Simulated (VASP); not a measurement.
Calculation: r2SCAN meta-GGA, VASP's PBE PAW potentials (set 64) (plane waves; VASP).

Input for VASP

INCAR:
```
SYSTEM=BN
PREC=Accurate; ENCUT=520; LREAL=.FALSE.
LASPH=.TRUE.
EDIFF=1E-7; NELM=100; ALGO=Normal
LMIXTAU=.TRUE.
ISMEAR=-5
METAGGA=R2SCAN
ISIF=2
LWAVE=.FALSE.; LCHARG=.FALSE.; LORBIT=11
NEDOS=601
LEFG=.TRUE.
```

File KPOINTS_OPT:
```
k-points along high-symmetry lines
6
Line-mode
Reciprocal
  0.000000   0.000000   0.000000 ! GAMMA
 -0.000000   0.500000   0.000000 ! M

 -0.000000   0.500000   0.000000 ! M
 -0.333333   0.666667   0.000000 ! K

 -0.333333   0.666667   0.000000 ! K
  0.000000   0.000000   0.000000 ! GAMMA

  0.000000   0.000000   0.000000 ! GAMMA
  0.000000   0.000000   0.500000 ! A

  0.000000   0.000000   0.500000 ! A
 -0.000000   0.500000   0.500000 ! L

 -0.000000   0.500000   0.500000 ! L
 -0.333333   0.666667   0.500000 ! H

 -0.333333   0.666667   0.500000 ! H
  0.000000   0.000000   0.500000 ! A

 -0.000000   0.500000   0.500000 ! L
 -0.000000   0.500000   0.000000 ! M

 -0.333333   0.666667   0.500000 ! H
 -0.333333   0.666667   0.000000 ! K
```

KPOINTS:
```
kpoints
0
G
11 11 6
0 0 0
```

**POSCAR**
```
BN
1.0
  1.2731720719  -2.2051989347   0.0000000000
  1.2731720719   2.2051989347   0.0000000000
  0.0000000000   0.0000000000   4.2116471432
B N
2 2
Cart
  1.2731720719  -0.7350677817   2.1067542521
  1.2731720719   0.7350677817   0.0009306805
  1.2731720719  -0.7350677817   3.6842605698
  1.2731720719   0.7350677817   1.5784369982
```

POTCAR, in this order: B N (PBE.64 set). Program: vasp_std.

Output of the run:

**OSZICAR**
```
       N       E                     dE             d eps       ncg     rms          rms(c)
DAV:   1     0.455135164318E+02    0.45514E+02   -0.89904E+03  1536   0.133E+03
DAV:   2    -0.421580601517E+02   -0.87672E+02   -0.83095E+02  2144   0.283E+02
DAV:   3    -0.447562371175E+02   -0.25982E+01   -0.25884E+01  2048   0.501E+01
DAV:   4    -0.447709215956E+02   -0.14684E-01   -0.14678E-01  1888   0.388E+00
DAV:   5    -0.447710660093E+02   -0.14441E-03   -0.14439E-03  1992   0.366E-01    0.935E+00
DAV:   6    -0.381801748773E+02    0.65909E+01   -0.33169E+00  1936   0.155E+01    0.534E+00
DAV:   7    -0.381833894793E+02   -0.32146E-02   -0.74027E-01  1736   0.943E+00    0.250E+00
DAV:   8    -0.395073741994E+02   -0.13240E+01   -0.93028E-01  1660   0.959E+00    0.161E+00
DAV:   9    -0.380391725018E+02    0.14682E+01   -0.43541E-01  1560   0.774E+00    0.331E-01
DAV:  10    -0.382597323347E+02   -0.22056E+00   -0.77359E-02  1624   0.318E+00    0.142E-01
DAV:  11    -0.382624515993E+02   -0.27193E-02   -0.50341E-03  1876   0.918E-01    0.158E-01
DAV:  12    -0.382613963870E+02    0.10552E-02   -0.34429E-03  1732   0.592E-01    0.105E-01
DAV:  13    -0.382663293053E+02   -0.49329E-02   -0.15570E-03  1592   0.459E-01    0.475E-02
DAV:  14    -0.382666085346E+02   -0.27923E-03   -0.14728E-04  1884   0.134E-01    0.618E-03
DAV:  15    -0.382665927311E+02    0.15804E-04   -0.58473E-06  1924   0.307E-02    0.581E-03
DAV:  16    -0.382666011776E+02   -0.84465E-05   -0.15918E-07  1396   0.545E-03    0.506E-03
DAV:  17    -0.382665880289E+02    0.13149E-04   -0.25759E-06  1708   0.154E-02    0.346E-03
DAV:  18    -0.382665919520E+02   -0.39232E-05   -0.25913E-07  1636   0.530E-03    0.137E-03
DAV:  19    -0.382665914139E+02    0.53812E-06   -0.28522E-08   892   0.196E-03    0.217E-04
DAV:  20    -0.382665921191E+02   -0.70524E-06   -0.12993E-08   848   0.106E-03    0.161E-04
DAV:  21    -0.382665921040E+02    0.15193E-07   -0.22986E-09   836   0.562E-04
   1 F= -.38266592E+02 E0= -.38266592E+02  d E =0.000000E+00
       N       E                     dE             ncg
```

File OUTCAR:
```
------------------------ aborting loop because EDIFF is reached ----------------------------------------
  FORCE on cell =-STRESS in cart. coord.  units (eV):
  Direction    XX          YY          ZZ          XY          YZ          ZX
  --------------------------------------------------------------------------------------
  Total        0.0028616      0.0028616      0.0012670      0.0000000      0.0000000      0.0000000
  in kB        0.1938634      0.1938634      0.0858347      0.0000000      0.0000000      0.0000000
  external PRESSURE =       0.1578538 kB  Pullay stress =       0.0000000 kB
  volume of cell :       23.65
      direct lattice vectors                 reciprocal lattice vectors
     1.273172072 -2.205198935  0.000000000     0.392719893 -0.226736913  0.000000000
     1.273172072  2.205198935  0.000000000     0.392719893  0.226736913  0.000000000
     0.000000000  0.000000000  4.211647143     0.000000000  0.000000000  0.237436795
  FREE ENERGIE OF THE ION-ELECTRON SYSTEM (eV)
  ---------------------------------------------------
  free  energy   TOTEN  =       -38.2665921040 eV

  energy  without entropy=      -38.2665921040  energy(sigma->0) =      -38.26659210

 total charge

# of ion       s       p       d       tot
------------------------------------------
    1        0.680   1.334   0.000   2.014
    2        0.680   1.334   0.000   2.014
    3        1.230   2.789   0.000   4.018
    4        1.230   2.789   0.000   4.018
--------------------------------------------------
tot          3.819   8.246   0.000  12.065
```
(Selected blocks of OUTCAR.)

The compound is BN in the wurtzite structure, a metastable high-pressure form. It was relaxed first.
